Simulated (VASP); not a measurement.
Input for VASP

File KPOINTS:
```
Automatic mesh
0
Gamma
16 16 16
0 0 0
```

**POSCAR**
```
W
1
   -1.5768894392     1.5768894392     1.5768894392
    1.5768894392    -1.5768894392     1.5768894392
    1.5768894392     1.5768894392    -1.5768894392
W
1
Direct
  0.0000000000   0.0000000000   0.0000000000
```

### INCAR
```
LREAL  =  .False.   # projection in real space or not
ENCUT  =  520   # plane-wave cut-off (eV)
ALGO  =  Normal
GGA  =  BO
LWAVE  =  .False.
LCHARG  =  .False.
ISIF  =  2   # forces and stress, cell fixed
LASPH  =  .True.   # aspherical one-centre terms
AGGAC  =  0.0
NELM  =  100
SYSTEM  =  W
SIGMA  =  0.1
PARAM1  =  0.1833333333
LMAXMIX  =  6   # l cut-off of mixed one-centre charges
PREC  =  Accurate
PARAM2  =  0.22
EDIFF  =  1E-7   # SCF stop (eV)
LUSE_VDW  =  .True.
ISMEAR  =  1   # Methfessel-Paxton
```

POTCAR, in this order: W_sv (PBE.64 set). Program: vasp_std.

Problem. Translate this optB88-vdW calculation to Quantum ESPRESSO's pw.x.

Solution. One equivalent input (not run):
```
&CONTROL
  calculation = 'scf'
  pseudo_dir = './pseudo'
  outdir = './out'
  tprnfor = .true.
  tstress = .true.
/
&SYSTEM
  ibrav = 0
  nat = 1
  ntyp = 1
  ecutwfc = 74
  occupations = 'smearing'
  smearing = 'methfessel-paxton'
  degauss = 0.00735
  input_dft = 'vdw-df-obk8'
/
&ELECTRONS
  conv_thr = 7.3e-09
  electron_maxstep = 100
/
ATOMIC_SPECIES
  W 183.840 W.upf
CELL_PARAMETERS angstrom
    -1.5768894    1.5768894    1.5768894
     1.5768894   -1.5768894    1.5768894
     1.5768894    1.5768894   -1.5768894
ATOMIC_POSITIONS crystal
  W    0.0000000  0.0000000  0.0000000
K_POINTS automatic
  16 16 16 0 0 0
```
What does not carry over: the potentials are each code's own (VASP's PAW set, PseudoDojo norm-conserving files in pw.x), so ENCUT and ecutwfc are chosen apart and not converted; conv_thr bounds pw.x's estimated SCF error, while EDIFF bounds the energy change between steps.

The compound is W in the bcc structure. This cell is one point of a volume scan, at 0.97 of the reference volume.
